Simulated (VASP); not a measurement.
# CaP5 (P6/mmm) in VASP: a series of runs

Runs on CaP5. Level: PBE. Tasks: relaxation of cell and atoms, single point.

Everything below comes from runs of VASP 6.6.1. Logs are shortened: lines on timing, memory, paths and dates and some standing lists are left out, and cuts for length are marked.

## (1) The cell of the first run

The structure is hexagonal, space group P6/mmm (No. 191). The conventional cell has a = 5.630 Å, b = 5.630 Å, c = 4.694 Å, α = 90.00°, β = 90.00°, γ = 120.00°. Ca (site symmetry 6/mmm) is surrounded by 18 P at 3.25 to 3.67 Å. Around P (site symmetry mmm) lie 8 P at 2.82 to 2.85 Å. Around P (site symmetry -6m2) lie 9 P at 2.85 to 3.25 Å and 3 Ca at 3.25 Å.

The cell was built by a generator and needn't be a form met in nature.

## (2) Relaxation of cell and atoms, PBE (species swapped into the YFe5 type (P6/mmm, No. 191))

The input, INCAR:

```
ALGO = Normal ; EDIFF = 1E-7
EDIFFG = -0.04 ; ENCUT = 600
GGA = PE ; IBRION = 2
ISIF = 3 ; ISMEAR = 0
LASPH = T ; LCHARG = F
LREAL = F ; LWAVE = F
NELM = 60 ; NSW = 90
PREC = Accurate ; SIGMA = 0.1
```

The input, KPOINTS:

```
k-points
0
Gamma
  6 6 4
```

The input, POSCAR:

```
CaP5
1.0
    5.6303448800      0.0000000000      0.0000000000
   -2.8151724400      4.8760217000      0.0000000000
    0.0000000000      0.0000000000      4.6938824600
Ca P
1 5
Direct
    0.0000000000      0.0000000000      0.0000000000
    0.5000000000      0.0000000000      0.5000000000
    0.5000000000      0.5000000000      0.5000000000
    0.0000000000      0.5000000000      0.5000000000
    0.3333333300      0.6666666700      0.0000000000
    0.6666666700      0.3333333300      0.0000000000
```

Potentials or basis: VASP PAW PBE potentials, release 64 (Ca_sv, P).

The run is started by

```bash
> cat potpaw_PBE.64/Ca_sv/POTCAR potpaw_PBE.64/P/POTCAR > POTCAR
> mpirun -np 1 vasp_std > vasp.out
```

OUTCAR:

```text
EDIFF = 1E-7
   EDIFFG = -0.04
   ENCUT = 600
   GGA = PE
   IBRION = 2
   ISIF = 3
   ISMEAR = 0
   LASPH = T
   LREAL = F
   NELM = 60
   NSW = 90
   PREC = Accurate

 ion  position               nearest neighbor table
   1  0.000  0.000  0.000-
   2  0.500  0.000  0.500-   3 2.82   4 2.82   3 2.82   4 2.82   5 2.85   6 2.85   5 2.85   6 2.85

   3  0.500  0.500  0.500-   4 2.82   4 2.82   2 2.82   2 2.82   5 2.85   6 2.85   5 2.85   6 2.85

   4  0.000  0.500  0.500-   3 2.82   3 2.82   2 2.82   2 2.82   5 2.85   6 2.85   5 2.85   6 2.85

   5  0.333  0.667  0.000-   4 2.85   4 2.85   2 2.85   2 2.85   3 2.85   3 2.85
   6  0.667  0.333  0.000-   4 2.85   4 2.85   2 2.85   2 2.85   3 2.85   3 2.85

  LATTYP: Found a hexagonal cell.
 ALAT       =     5.6303448800
 C/A-ratio  =     0.8336758334

  Lattice vectors:

 A1 = (   5.6303448800,   0.0000000000,   0.0000000000)
 A2 = (  -2.8151724400,   4.8760217000,   0.0000000000)
 A3 = (   0.0000000000,   0.0000000000,   4.6938824600)

Analysis of symmetry for initial positions (statically):
=====================================================================
 Subroutine PRICEL returns:
 Original cell was already a primitive cell.

 Routine SETGRP: Setting up the symmetry group for a
 hexagonal supercell.

 Subroutine GETGRP returns: Found 24 space group operations
 (whereof 24 operations were pure point group operations)
 out of a pool of 24 trial point group operations.

The static configuration has the point symmetry D_6h.

Analysis of symmetry for dynamics (positions and initial velocities):
=====================================================================
 Subroutine PRICEL returns:
 Original cell was already a primitive cell.

 Routine SETGRP: Setting up the symmetry group for a
 hexagonal supercell.

 Subroutine GETGRP returns: Found 24 space group operations
 (whereof 24 operations were pure point group operations)
 out of a pool of 24 trial point group operations.

The dynamic configuration has the point symmetry D_6h.

 Subroutine INISYM returns: Found 24 space group operations
 (whereof 24 operations are pure point group operations),
 and found     1 'primitive' translations

----------------------------------------------------------------------------------------

                                     Primitive cell

  volume of cell :     128.8644

  direct lattice vectors                    reciprocal lattice vectors
     5.630344880  0.000000000  0.000000000     0.177609014  0.102542612  0.000000000
    -2.815172440  4.876021700  0.000000000     0.000000000  0.205085223  0.000000000
     0.000000000  0.000000000  4.693882460     0.000000000  0.000000000  0.213043255

  length of vectors
     5.630344880  5.630344882  4.693882460     0.205085224  0.205085223  0.213043255

  position of ions in fractional coordinates (direct lattice)
     0.000000000  0.000000000  0.000000000
     0.500000000  0.000000000  0.500000000
     0.500000000  0.500000000  0.500000000
     0.000000000  0.500000000  0.500000000
     0.333333330  0.666666670  0.000000000
     0.666666670  0.333333330  0.000000000

  ion indices of the primitive-cell ions
   primitive index   ion index
                 1           1
                 2           2
                 3           3
                 4           4
                 5           5
                 6           6

----------------------------------------------------------------------------------------

 KPOINTS: k-points

Automatic generation of k-mesh.
 Grid dimensions read from file:
 generate k-points for:    6    6    4

 Generating k-lattice:

  Cartesian coordinates                     Fractional coordinates (reciprocal lattice)
     0.029601502  0.017090435  0.000000000     0.166666667  0.000000000  0.000000000
     0.000000000  0.034180871  0.000000000     0.000000000  0.166666667  0.000000000
     0.000000000  0.000000000  0.053260814     0.000000000  0.000000000  0.250000000

  Length of vectors
     0.034180871  0.034180871  0.053260814

  Shift w.r.t. Gamma in fractional coordinates (k-lattice)
     0.000000000  0.000000000  0.000000000

 Subroutine IBZKPT returns following result:
 ===========================================

 Found     21 irreducible k-points:

 Following reciprocal coordinates:
            Coordinates               Weight
  0.000000  0.000000  0.000000      1.000000
  0.166667  0.000000  0.000000      6.000000
  0.333333 -0.000000  0.000000      6.000000
  0.500000  0.000000  0.000000      3.000000
  0.166667  0.166667  0.000000      6.000000
  0.333333  0.166667  0.000000     12.000000
[... 13 lines left out ...]
  0.333333  0.166667  0.500000     12.000000
  0.333333  0.333333  0.500000      2.000000
   k-points           NKPTS =     21   k-points in BZ     NKDIM =     21   number of bands    NBANDS=     21
   number of dos      NEDOS =    301   number of ions     NIONS =      6
   total plane-waves  NPLWV =  92160
   dimension x,y,z NGX =    48 NGY =   48 NGZ =   40
   dimension x,y,z NGXF=    96 NGYF=   96 NGZF=   80
   ions per type =               1   5
   NGX,Y,Z   is equivalent  to a cutoff of  14.17, 14.17, 14.17 a.u.
   NGXF,Y,Z  is equivalent  to a cutoff of  28.35, 28.35, 28.33 a.u.
 SYSTEM =  unknown system
   PREC   = accura    normal or accurate (medium, high low for compatibility)
   ISTART =      0    job   : 0-new  1-cont  2-samecut
   ICHARG =      2    charge: 1-file 2-atom 10-const
   ISPIN  =      1    spin polarized calculation?
   LNONCOLLINEAR =      F non collinear calculations
   LSORBIT =      F    spin-orbit coupling
   LASPH  =      T    aspherical Exc in radial PAW
   ENCUT  =  600.0 eV  44.10 Ry    6.64 a.u.  11.25 11.25  9.37*2*pi/ulx,y,z
   NELM   =     60;   NELMIN=  2; NELMDL= -5     # of ELM steps
   EDIFF  = 0.1E-06   stopping-criterion for ELM
   LREAL  =      F    real-space projection
   EDIFFG = -.4E-01   stopping-criterion for IOM
   NSW    =     90    number of steps for IOM
   IBRION =      2    ionic relax: 0-MD 1-quasi-New 2-CG
   NFREE  =      1    steps in history (QN), initial steepest desc. (CG)
   ISIF   =      3    stress and relaxation
   ISYM   =      2    0-nonsym 1-usesym 2-fastsym
   POTIM  = 0.5000    time-step for ionic-motion
   TEBEG  =    0.0;   TEEND  =   0.0 temperature during run
   PSTRESS=    0.0 pullay stress
   NELECT =      35.0000    total number of electrons
   NUPDOWN=      -1.0000    fix difference up-down
   EMIN   =  10.00;   EMAX   =-10.00  energy-range for DOS
   EFERMI =   0.00;   METHOD = LEGACY
   ISMEAR =     0;   SIGMA  =   0.10  broadening in eV -4-tet -1-fermi 0-gaus
   EFERMI_NEDOS =   21; number of points for ismear=-14 and -15
   IALGO  =     38    algorithm
   IMIX   =      4    mixing-type and parameters
     AMIX     =   0.40;   BMIX     =  1.00
     AMIX_MAG =   1.60;   BMIX_MAG =  1.00
  volume/ion in A,a.u.               =      21.48       144.94
  Fermi-wavevector in a.u.,A,eV,Ry     =   1.060197  2.003482 15.293189  1.124018
  Thomas-Fermi vector in A             =   2.195569
   LORBIT       =      0    0 simple, 1 ext, 2 COOP (PROOUT), +10 PAW based schemes
   GGA     = PE    functional components
   LHFCALC =     F    Hartree Fock is set to
   AEXX    =    0.0000 exact exchange contribution
   IVDW    =     0    specifies the selected vdW correction
   LEPSILON=     F    determine dielectric tensor
   LRPA    =     F    only Hartree local field effects (RPA)
 conjugate gradient relaxation of ions
 non-spin polarized calculation
 Gauss-broadening in eV      SIGMA  =   0.10
  energy-cutoff  :      600.00
  volume of cell :      128.86
 maximum number of plane-waves:      4327
 NGX is ok and might be reduce to    48
   NGX = 23   NGY = 23   NGZ = 19

--------------------------------------- Ionic step        1  -------------------------------------------

 number of electron      35.0000000 magnetization

 Free energy of the ion-electron system (eV)
  ---------------------------------------------------
  ext. energy  EPLUGINS =         0.00000000
  ---------------------------------------------------
  free energy    TOTEN  =       -26.76696286 eV

  energy without entropy =      -26.75056431  energy(sigma->0) =      -26.75876359

 E-fermi :   5.3913     XC(G=0):  -9.6837

 val. band max:        5.3680826016   @ k =   0.3333  -0.0000   0.0000
 cond. band min:       5.3932858756   @ k =   0.1667   0.1667   0.5000
 fundamental gap:      0.0252032740
 Fermi energy:         5.3912761514

 k-point     1 :       0.0000    0.0000    0.0000
  band No.  band energies     occupation
      1     -36.3593      2.00000
      2     -17.4121      2.00000
      3     -17.3005      2.00000
      4     -17.3005      2.00000
      5      -8.1151      2.00000
      6      -4.1202      2.00000
[... 13 lines left out ...]
     20       6.2109      0.00000
     21       6.2109      0.00000
[... 660 lines left out ...]
 POSITION                                       TOTAL-FORCE (eV/Angst)
 -----------------------------------------------------------------------------------
      5.35605      0.00000      0.00000         0.000000      0.000000      0.000000
      2.67802     -0.00000      2.08566         0.000000      0.000000      0.000000
      1.33901      2.31924      2.08566         0.000000     -0.000000      0.000000
      4.01704      2.31924      2.08566         0.000000     -0.000000      0.000000
     -0.00000      3.09232      0.00000         0.000000      0.000000      0.000000
      2.67802      1.54616      0.00000        -0.000000      0.000000     -0.000000
 -----------------------------------------------------------------------------------
    total drift:                                0.000000     -0.000000      0.000000

  FREE ENERGIE OF THE ION-ELECTRON SYSTEM (eV)
  ---------------------------------------------------
  free  energy   TOTEN  =       -27.7772748171 eV

  energy  without entropy=      -27.7559614839  energy(sigma->0) =      -27.76661815

--------------------------------------- Ionic step        6  -------------------------------------------

 number of electron      35.0000002 magnetization

 Free energy of the ion-electron system (eV)
  ---------------------------------------------------
  ext. energy  EPLUGINS =         0.00000000
  ---------------------------------------------------
  free energy    TOTEN  =       -27.78302521 eV

  energy without entropy =      -27.76213612  energy(sigma->0) =      -27.77258066

 E-fermi :   7.6755     XC(G=0): -10.5927

 val. band max:        7.6688491811   @ k =   0.3333   0.3333   0.0000
 cond. band min:       7.7046983829   @ k =   0.3333   0.1667   0.2500
 fundamental gap:      0.0358492018
 Fermi energy:         7.6754562575

 k-point     1 :       0.0000    0.0000    0.0000
  band No.  band energies     occupation
      1     -33.5493      2.00000
      2     -14.6302      2.00000
      3     -14.5550      2.00000
      4     -14.5550      2.00000
      5      -7.6573      2.00000
      6      -3.0818      2.00000
[... 13 lines left out ...]
     20       8.9309      0.00000
     21       8.9309      0.00000
[... 500 lines left out ...]
 POSITION                                       TOTAL-FORCE (eV/Angst)
 -----------------------------------------------------------------------------------
     -0.00000     -0.00000      4.22050        -0.000000     -0.000000      0.000000
      2.66370     -0.00000      2.11025        -0.000000      0.000000      0.000000
      1.33185      2.30683      2.11025        -0.000000      0.000000      0.000000
     -1.33185      2.30683      2.11025        -0.000000      0.000000      0.000000
     -0.00000      3.07577      0.00000         0.000000     -0.000000      0.000000
      2.66370      1.53789      0.00000         0.000000      0.000000     -0.000000
 -----------------------------------------------------------------------------------
    total drift:                               -0.000000     -0.000000     -0.000000

  FREE ENERGIE OF THE ION-ELECTRON SYSTEM (eV)
  ---------------------------------------------------
  free  energy   TOTEN  =       -27.7830252118 eV

  energy  without entropy=      -27.7621361170  energy(sigma->0) =      -27.77258066

 reached required accuracy - stopping structural energy minimisation
```

Run time: 8.8 min. Hardware: 1 thread of Intel Xeon Platinum 8375C at 2.90GHz (Ice Lake), shared host; peak memory 0.34 GiB.

Results:

```
Free energy                            : -27.7830 eV
Relaxed volume                         : 17.29 Å³/atom
Relaxed cell                           : a = 5.327 Å, b = 5.327 Å, c = 4.221 Å, α = 90.00°, β = 90.00°, γ = 120.00°
Space group after relaxing (to 0.05 Å) : P6/mmm (No. 191)
Energy gained by relaxing              : 169.3 meV/atom
Ionic steps                            : 6
Pressure after relaxing                : 0.3 GPa
Band gap on the k mesh                 : none (metal or under the smearing width)
```

Step by step:
```
step  energy change (eV)  largest force (eV/Å)  pressure (GPa)  volume (Å³)
   1              0.0000                0.0000          -10.31       128.86
   2             -0.9841                0.0000           -0.56       104.76
   3             -0.9861                0.0000            0.05       103.89
   4             -0.9983                0.0000            0.15       103.85
   5             -1.0103                0.0000            0.44       103.63
   6             -1.0161                0.0000            0.33       103.73
```

Final structure:
```yaml
crystal:
  lattice:
    - [5.32739, 0.00000, 0.00000]
    - [-2.66370, 4.61366, 0.00000]
    - [0.00000, 0.00000, 4.22050]
  atoms:
    - { symbol: Ca, position: [0.00000, 0.00000, 0.00000] }
    - { symbol: P, position: [0.50000, 0.00000, 0.50000] }
    - { symbol: P, position: [0.50000, 0.50000, 0.50000] }
    - { symbol: P, position: [0.00000, 0.50000, 0.50000] }
    - { symbol: P, position: [0.33333, 0.66667, 0.00000] }
    - { symbol: P, position: [0.66667, 0.33333, 0.00000] }
```

Caveat: the volume moved by over 15 % at a fixed basis, so the end points are rough.

## (3) Single point, PBE (species swapped into the YFe5 type (P6/mmm, No. 191))

The input, INCAR:

```
SYSTEM = CaP5
ALGO = Fast
EDIFF = 1E-6
ENCUT = 520
GGA = PE
ISIF = 2
ISMEAR = 0
LASPH = .TRUE.
LCHARG = .TRUE.
LELF = .TRUE.
LREAL = .FALSE.
LVHAR = .TRUE.
LWAVE = .FALSE.
NBANDS = 26
NELM = 100
PREC = Accurate
SIGMA = 0.1
```

The input, KPOINTS:

```
k-points
0
G
  9 9 10
  0 0 0
```

The input, POSCAR:

```
CaP5
1.0
    6.1328517552      0.0000000000      0.0000000000
   -3.0664258776      5.3112054177      0.0000000000
    0.0000000000      0.0000000000      3.3383872745
Ca P
1 5
Direct
    0.0000000000      0.0000000000      0.0000000000
    0.5000000000      0.0000000000      0.5000000000
    0.5000000000      0.5000000000      0.5000000000
    0.0000000000      0.5000000000      0.5000000000
    0.3333333333      0.6666666667      0.0000000000
    0.6666666667      0.3333333333      0.0000000000
```

Potentials or basis: VASP PAW PBE potentials, release 64 (Ca_sv, P).

The run is started by

```bash
> cat potpaw_PBE.64/Ca_sv/POTCAR potpaw_PBE.64/P/POTCAR > POTCAR
> mpirun -np 1 vasp_std > vasp.out
```

Wall time 8.9 min (1 thread of AMD EPYC 7R43 (Zen 3), shared host); peak memory 0.32 GiB.

Results (log left out):

| Quantity | Value |
| --- | --- |
| Free energy | -28.3340 eV |
| Pressure | -0.1 GPa |
| Band gap on the k mesh | none (metal or under the smearing width) |

Stress tensor (GPa, compression positive):
```
-0.10  0.00  0.00
 0.00 -0.10  0.00
 0.00  0.00 -0.19
```

Levels at points of the mesh, in eV from the Fermi level:
| k point | band 14 | band 15 | band 16 | band 17 | band 18 | band 19 | band 20 | band 21 | band 22 | band 23 |
| --- | --- | --- | --- | --- | --- | --- | --- | --- | --- | --- |
| (0.00, 0.00, 0.00) | -0.85 | -0.85 | -0.54 | -0.10 | -0.10 | 0.78 | 0.94 | 1.11 | 1.11 | 1.18 |
| (0.00, 0.00, 0.50) | -3.91 | -2.35 | -2.35 | 0.26 | 0.85 | 0.85 | 1.51 | 1.64 | 3.30 | 3.30 |
